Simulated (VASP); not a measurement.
Consider the following.

```yaml
crystal:
  lattice:
    - [0.00000, 2.71741, 2.71741]
    - [2.71741, 0.00000, 2.71741]
    - [2.71741, 2.71741, 0.00000]
  atoms:
    - { symbol: Zn, position: [0.00000, 0.00000, 0.00000] }
    - { symbol: S, position: [0.25000, 0.25000, 0.25000] }
```

Level of theory: optB88-vdW, VASP's PBE PAW potentials (set 64) (plane waves; VASP). Run with 520 eV cut-off, 9×9×9 Γ-centred mesh, tetrahedra with Blöchl corrections, potentials Zn S.

Problem. Predict the energy per atom (σ→0), band gap (on the k-mesh) with the smallest direct gap where there is one.

Solution. 
| Property | Value |
|---|---|
| band gap (on the k-mesh) | 1.96 eV |
| smallest direct gap (on the k-mesh) | 1.96 eV |
| energy per atom (σ→0) | -1.096 eV/atom |

The compound is ZnS in the zinc blende structure. It was relaxed first.
